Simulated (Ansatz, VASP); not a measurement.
# PbO in two plane-wave programs

Aim: how closely do two programs agree when they are given the same cell, functional and k mesh? The cell is taken from a series of VASP runs on this material, whose earlier steps may have relaxed, scaled or displaced it; both programs get it as it stands.

Calculated with Ansatz 0.2.0; plane waves, with VASP 6.6.1 beside it; zone-centre phonons at LDA.

### 1. Starting point

It takes space group P4/nmm (No. 129, tetragonal). Conventional cell: a = 3.990 Å, b = 3.990 Å, c = 5.010 Å, α = 90.00°, β = 90.00°, γ = 90.00°. Pb has 4 O at 2.31 Å nearest. Nearest to O lie 4 Pb at 2.31 Å. Farther neighbours and most contacts between anions are not listed.

### 2. VASP: zone-centre phonons, LDA

Second derivatives magnify differences that forces hide, and they need a tight electronic threshold.

Lines of VASP's logs that name or quote its potential files are left out, and so is its time.

Contents of INCAR:

```
SYSTEM = PbO
PREC = Accurate
ENCUT = 520
EDIFF = 1E-08
NELM = 100
ISMEAR = 0
SIGMA = 0.02
LREAL = .FALSE.
ALGO = Normal
GGA = CA
NBANDS = 26
LORBIT = 11
LWAVE = .FALSE.
LCHARG = .FALSE.
KPAR = 4
IBRION = 8
LEPSILON = .TRUE.
```

Contents of POSCAR:

```
PbO
1.0
    3.9900000000      0.0000000000      0.0000000000
    0.0000000000      3.9900000000      0.0000000000
    0.0000000000      0.0000000000      5.0100000000
Pb O
2 2
Direct
    0.0000000000      0.5000000000      0.2333557641
    0.5000000000      0.0000000000      0.7666442359
    0.0000000000      0.0000000000      0.0000000000
    0.5000000000      0.5000000000      0.0000000000
```

Contents of KPOINTS:

```
Automatic mesh
0
Gamma
10 10 8
0 0 0
```

Potentials, in the order of the species: Pb_d and O (LDA family, release 64).

On the command line:

```bash
$ mpirun -np 4 vasp_std
```

Numbers of over 12 decimals in the logs are rounded to 6 here.

Log:

```text
[banner, memory and clock lines left out]
running    4 mpi-ranks, on    1 nodes
 distrk:  each k-point on    1 cores,    4 groups
 distr:  one band on    1 cores,    1 groups

 POSCAR found type information on POSCAR PbO
 POSCAR found :  2 types and       4 ions
 LDA part: xc-table for (Slater(with rela. corr.)+CA(PZ))
 , standard interpolation
 POSCAR, INCAR and KPOINTS ok, starting setup
 FFT: planning ... GRIDC
 FFT: planning ... GRID_SOFT
 FFT: planning ... GRID
 WAVECAR not read
 entering main loop
       N       E                     dE             d eps       ncg     rms          rms(c)
DAV:   1     0.458040168950E+03    0.45804E+03   -0.19966E+04  5460   0.182E+03
DAV:   2     0.337494470620E+02   -0.42429E+03   -0.41223E+03  5624   0.467E+02
DAV:   3    -0.261243953972E+02   -0.59874E+02   -0.58455E+02  7096   0.190E+02
DAV:   4    -0.287457353365E+02   -0.26213E+01   -0.26100E+01  6400   0.412E+01
DAV:   5    -0.288185294267E+02   -0.72794E-01   -0.72730E-01  6748   0.737E+00    0.119E+01
DAV:   6    -0.246790746790E+02    0.41395E+01   -0.25744E+01  8162   0.424E+01    0.539E+00
DAV:   7    -0.244562057374E+02    0.22287E+00   -0.29575E+00  6952   0.129E+01    0.243E+00
DAV:   8    -0.244065717542E+02    0.49634E-01   -0.66510E-01  6086   0.544E+00    0.954E-01
DAV:   9    -0.243880980461E+02    0.18474E-01   -0.85716E-02  8726   0.256E+00    0.240E-01
DAV:  10    -0.243891133908E+02   -0.10153E-02   -0.13465E-02  6514   0.807E-01    0.892E-02
DAV:  11    -0.243888641155E+02    0.24928E-03   -0.22861E-03  9368   0.405E-01    0.638E-02
DAV:  12    -0.243888202952E+02    0.43820E-04   -0.21767E-04  8044   0.148E-01    0.374E-02
DAV:  13    -0.243888048143E+02    0.15481E-04   -0.95511E-05  8296   0.767E-02    0.537E-03
DAV:  14    -0.243888045967E+02    0.21765E-06   -0.60120E-06  8380   0.310E-02    0.397E-03
DAV:  15    -0.243888043327E+02    0.26401E-06   -0.10918E-06  8066   0.122E-02    0.623E-04
DAV:  16    -0.243888043347E+02   -0.20109E-08   -0.11495E-07  7016   0.287E-03    0.168E-04
DAV:  17    -0.243888043347E+02   -0.38199E-10   -0.42764E-09  2976   0.566E-04
   1 F= -.24388804E+02 E0= -.24388804E+02  d E =-.108462E-28
 Linear response reoptimize wavefunctions to high precision
DAV:   1    -0.243888043348E+02   -0.10004E-09   -0.10778E-09  3260   0.371E-04
DAV:   2    -0.243888043348E+02   -0.12733E-10   -0.28813E-10  2900   0.183E-04
 Linear response G [H, r] |phi>, progress :
  Direction:   1
       N       E                     dE             d eps       ncg     rms
RMM:   1    -0.142819340141E+03   -0.14282E+03    0.46517E+02  8149   0.184E+02
RMM:   2    -0.151320509343E+03   -0.85012E+01   -0.41264E+01  8577   0.488E+01
RMM:   3    -0.152210515545E+03   -0.89001E+00   -0.46677E+00  9046   0.167E+01
RMM:   4    -0.152283873395E+03   -0.73358E-01   -0.98548E-01  9474   0.667E+00
RMM:   5    -0.152321332744E+03   -0.37459E-01   -0.15593E-01  9301   0.243E+00
RMM:   6    -0.152324144018E+03   -0.28113E-02   -0.50926E-02  9596   0.125E+00
RMM:   7    -0.152324668147E+03   -0.52413E-03   -0.77725E-03  9744   0.451E-01
RMM:   8    -0.152324790291E+03   -0.12214E-03   -0.12220E-03  9657   0.152E-01
RMM:   9    -0.152324803565E+03   -0.13275E-04   -0.27153E-04  9565   0.702E-02
RMM:  10    -0.152324804024E+03   -0.45850E-06   -0.15334E-04  9933   0.340E-02
RMM:  11    -0.152324806720E+03   -0.26958E-05   -0.13782E-04  9863   0.183E-02
RMM:  12    -0.152324804362E+03    0.23575E-05   -0.81634E-05  9715   0.104E-02
RMM:  13    -0.152324804103E+03    0.25926E-06   -0.10313E-04  8709   0.545E-03
RMM:  14    -0.152324804598E+03   -0.49535E-06   -0.12315E-04  7867   0.342E-03
RMM:  15    -0.152324804585E+03    0.13522E-07   -0.13082E-04  7462   0.269E-03
RMM:  16    -0.152324804071E+03    0.51336E-06   -0.13734E-04  7158   0.232E-03
RMM:  17    -0.152324802453E+03    0.16187E-05   -0.48001E-05  6932   0.213E-03
RMM:  18    -0.152324803134E+03   -0.68164E-06    0.22704E-05  6829   0.206E-03
RMM:  19    -0.152324803281E+03   -0.14647E-06   -0.17030E-05  6666   0.200E-03
RMM:  20    -0.152324803426E+03   -0.14532E-06    0.16639E-07  6533   0.199E-03
 Linear response G [H, r] |phi>, progress :
  Direction:   2
       N       E                     dE             d eps       ncg     rms
RMM:   1    -0.158094232704E+03   -0.15809E+03    0.30311E+02  8199   0.179E+02
RMM:   2    -0.155836670370E+03    0.22576E+01   -0.38099E+01  8670   0.484E+01
RMM:   3    -0.156839573636E+03   -0.10029E+01   -0.38296E+00  9064   0.167E+01
RMM:   4    -0.156953686238E+03   -0.11411E+00   -0.96059E-01  9376   0.676E+00
RMM:   5    -0.156987217599E+03   -0.33531E-01   -0.17031E-01  9331   0.247E+00
RMM:   6    -0.156989574421E+03   -0.23568E-02   -0.49822E-02  9550   0.119E+00
RMM:   7    -0.156989923100E+03   -0.34868E-03   -0.91615E-03  9631   0.493E-01
RMM:   8    -0.156990062944E+03   -0.13984E-03   -0.12652E-03  9611   0.164E-01
RMM:   9    -0.156990072328E+03   -0.93834E-05   -0.23893E-04  9507   0.705E-02
[...]
RMM:   5    -0.133732383832E+01   -0.81724E-02   -0.20357E-03 13963   0.815E-01    0.458E-02
RMM:   6    -0.134254576766E+01   -0.52219E-02   -0.22880E-04 15168   0.351E-01    0.218E-02
RMM:   7    -0.134256303631E+01   -0.17269E-04   -0.25303E-04 15882   0.137E-01    0.117E-02
RMM:   8    -0.134253454635E+01    0.28490E-04   -0.73221E-05 15787   0.590E-02    0.264E-03
[...]
RMM:   6    -0.333942177415E+00   -0.11507E-04    0.12365E-05 22396   0.216E-02    0.165E-03
RMM:   7    -0.333959609275E+00   -0.17432E-04   -0.82498E-07 22957   0.914E-03    0.462E-04
RMM:   8    -0.333958987806E+00    0.62147E-06    0.66251E-07 22872   0.376E-03    0.875E-05
RMM:   9    -0.333959432149E+00   -0.44434E-06   -0.16838E-06 23032   0.146E-03    0.487E-05
RMM:  10    -0.333959693860E+00   -0.26171E-06   -0.40329E-07 22953   0.608E-04    0.223E-05
RMM:  11    -0.333959695871E+00   -0.20107E-08   -0.35069E-07 22955   0.302E-04    0.111E-05
RMM:  12    -0.333959496948E+00    0.19892E-06    0.22864E-07 23025   0.165E-04    0.229E-06
RMM:  13    -0.333959528955E+00   -0.32007E-07    0.17411E-08 23771   0.969E-05    0.140E-06
RMM:  14    -0.333959546589E+00   -0.17634E-07    0.95816E-08 24766   0.627E-05    0.536E-07
RMM:  15    -0.333959536854E+00    0.97353E-08    0.43841E-08 26171   0.444E-05    0.286E-07
 first order change of Fermi-energy  -0.47869E-01
 force on displaced ion       1 direction 1 :  -4.859   0.000  -0.000
 Born effective charge ion    1 direction 1 :   3.160   0.000   0.000
 Linear response progress:
  Degree of freedom:   2/  4
       N       E                     dE             d eps       ncg     rms          rms(c)
RMM:   1    -0.340093557903E+00   -0.34009E+00   -0.38956E-02  7772   0.537E+00
RMM:   2    -0.342772071269E+00   -0.26785E-02   -0.26279E-02  8544   0.122E+00    0.934E-02
RMM:   3    -0.342239199844E+00    0.53287E-03   -0.26455E-03  9243   0.404E-01    0.499E-02
RMM:   4    -0.341678709863E+00    0.56049E-03   -0.37783E-04  8872   0.174E-01    0.188E-02
RMM:   5    -0.341600116465E+00    0.78593E-04   -0.15156E-05  9552   0.689E-02    0.913E-03
RMM:   6    -0.341624891042E+00   -0.24775E-04    0.15089E-05  8981   0.311E-02    0.345E-03
RMM:   7    -0.341643002666E+00   -0.18112E-04   -0.53859E-06  9580   0.139E-02    0.122E-03
RMM:   8    -0.341647968441E+00   -0.49658E-05   -0.23316E-06  8530   0.634E-03    0.436E-04
RMM:   9    -0.341653485383E+00   -0.55169E-05    0.88571E-07  9582   0.270E-03    0.110E-04
RMM:  10    -0.341655479286E+00   -0.19939E-05   -0.81877E-07  9258   0.110E-03    0.588E-05
RMM:  11    -0.341655721266E+00   -0.24198E-06   -0.47449E-07  9325   0.563E-04    0.145E-05
RMM:  12    -0.341655745843E+00   -0.24577E-07   -0.26582E-07  9852   0.247E-04    0.105E-05
RMM:  13    -0.341655732069E+00    0.13774E-07   -0.21169E-07  9634   0.125E-04    0.401E-06
RMM:  14    -0.341655703945E+00    0.28124E-07   -0.74995E-08  9979   0.700E-05    0.282E-06
RMM:  15    -0.341655761793E+00   -0.57848E-07   -0.62247E-08  9141   0.474E-05    0.564E-07
RMM:  16    -0.341655727156E+00    0.34637E-07   -0.33993E-08  9778   0.363E-05    0.949E-07
RMM:  17    -0.341655742728E+00   -0.15572E-07   -0.13674E-09 10047   0.300E-05    0.313E-07
RMM:  18    -0.341655731009E+00    0.11719E-07   -0.25344E-09  9748   0.261E-05    0.937E-08
 first order change of Fermi-energy  -0.16385E+00
 force on displaced ion       1 direction 3 :   0.000   0.000 -12.331
 Born effective charge ion    1 direction 3 :   0.000   0.000   2.244
 Linear response progress:
  Degree of freedom:   3/  4
       N       E                     dE             d eps       ncg     rms          rms(c)
RMM:   1    -0.365818243600E+00   -0.36582E+00    0.35124E-01 28618   0.326E+00
RMM:   2    -0.359619502627E+00    0.61987E-02   -0.10635E-02 19145   0.808E-01    0.105E-01
RMM:   3    -0.360724931619E+00   -0.11054E-02   -0.21146E-03 21694   0.347E-01    0.565E-02
RMM:   4    -0.362114978281E+00   -0.13900E-02   -0.71423E-04 19446   0.171E-01    0.122E-02
RMM:   5    -0.361973042054E+00    0.14194E-03   -0.88357E-05 22813   0.717E-02    0.437E-03
RMM:   6    -0.361964925564E+00    0.81165E-05   -0.15128E-05 22961   0.262E-02    0.113E-03
RMM:   7    -0.361977737584E+00   -0.12812E-04   -0.30190E-06 23756   0.104E-02    0.619E-04
RMM:   8    -0.361972520708E+00    0.52169E-05   -0.12371E-07 23107   0.379E-03    0.185E-04
RMM:   9    -0.361973591462E+00   -0.10708E-05    0.41849E-08 24093   0.140E-03    0.113E-04
RMM:  10    -0.361974625341E+00   -0.10339E-05   -0.34730E-09 23664   0.585E-04    0.479E-05
RMM:  11    -0.361974362328E+00    0.26301E-06   -0.47778E-08 23739   0.256E-04    0.181E-05
RMM:  12    -0.361974261087E+00    0.10124E-06    0.13397E-09 24074   0.112E-04    0.684E-06
RMM:  13    -0.361974220248E+00    0.40840E-07   -0.17537E-08 24227   0.560E-05    0.116E-06
RMM:  14    -0.361974261656E+00   -0.41408E-07   -0.17114E-08 23008   0.321E-05    0.617E-07
RMM:  15    -0.361974234358E+00    0.27298E-07   -0.15656E-08 17320   0.230E-05    0.125E-07
RMM:  16    -0.361974275074E+00   -0.40716E-07   -0.15697E-08 14308   0.199E-05    0.987E-08
 first order change of Fermi-energy  -0.93532E-01
 force on displaced ion       3 direction 1 :  -6.583   0.000  -0.000
 Born effective charge ion    3 direction 1 :  -3.160   0.000  -0.000
 Linear response progress:
  Degree of freedom:   4/  4
       N       E                     dE             d eps       ncg     rms          rms(c)
RMM:   1    -0.368504810954E+00   -0.36850E+00    0.37139E-01 20426   0.323E+00
RMM:   2    -0.363592740813E+00    0.49121E-02   -0.97407E-03 13376   0.765E-01    0.981E-02
RMM:   3    -0.364516097086E+00   -0.92336E-03   -0.19891E-03 15480   0.340E-01    0.499E-02
RMM:   4    -0.365764900514E+00   -0.12488E-02   -0.85546E-04 14389   0.170E-01    0.106E-02
RMM:   5    -0.365621816548E+00    0.14308E-03   -0.97294E-05 15265   0.799E-02    0.425E-03
RMM:   6    -0.365614749938E+00    0.70666E-05   -0.18487E-05 16426   0.278E-02    0.160E-03
RMM:   7    -0.365638160609E+00   -0.23411E-04   -0.48341E-06 15662   0.121E-02    0.725E-04
RMM:   8    -0.365638014852E+00    0.14576E-06   -0.79127E-07 15922   0.450E-03    0.281E-04
RMM:   9    -0.365636121545E+00    0.18933E-05   -0.87164E-08 16544   0.174E-03    0.158E-04
RMM:  10    -0.365638138225E+00   -0.20167E-05    0.26985E-08 14632   0.886E-04    0.466E-05
RMM:  11    -0.365638032198E+00    0.10603E-06    0.41531E-08 16394   0.370E-04    0.143E-05
RMM:  12    -0.365638094419E+00   -0.62222E-07    0.37184E-09 16647   0.156E-04    0.671E-06
RMM:  13    -0.365638096770E+00   -0.23510E-08    0.43141E-09 17171   0.662E-05    0.235E-06
 first order change of Fermi-energy  -0.34535E-01
 force on displaced ion       3 direction 3 :   0.000   0.000  -7.761
 Born effective charge ion    3 direction 3 :   0.000   0.000  -2.245
 Born effective charges drift removed
 Linear response finished
```

(Part 1 of 3 ends here.)

[Lines on the potential files, build, host, timing and source positions are cut from VASP's logs without a mark.]

[Logs are printed without paths, hosts, clocks, repeated set-up lines and the standing remarks that a program may print on its own settings, such as how far it seeks lower states.]

[Hosts, paths, dates, database ids (printed as entryN), source tags and the programs' standing remarks are cut or masked in the printed files.]
